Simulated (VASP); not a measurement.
```
Ta
1.0
   -1.65265     1.65265     1.65265
    1.65265    -1.65265     1.65265
    1.65265     1.65265    -1.65265
Ta
1
Direct
  0.00000   0.00000   0.00000
```

Level of theory: r2SCAN meta-GGA, VASP's PBE PAW potentials (set 64) (plane waves; VASP 6.6.1). Run with PREC = Normal, EDIFF = 1E-5, 400 eV cut-off, 17×17×17 Γ-centred mesh, first-order Methfessel-Paxton smearing of 0.10 eV, potentials Ta_pv.

Unless said otherwise, spin-orbit coupling is left out, though it shifts the bands of the heavy elements here.

Task: Predict the energy per atom (σ→0), band gap (on the k-mesh) with the smallest direct gap where there is one.

Result: 
| Property | Result |
|---|---|
| band gap (on the k-mesh) | none (metal, semimetal or under 0.01 eV) |
| energy per atom (σ→0) | -48.580 eV/atom |

Total energies compare only between runs with the same potentials, cut-off and functional.

The compound is Ta in the bcc structure. It was relaxed first.
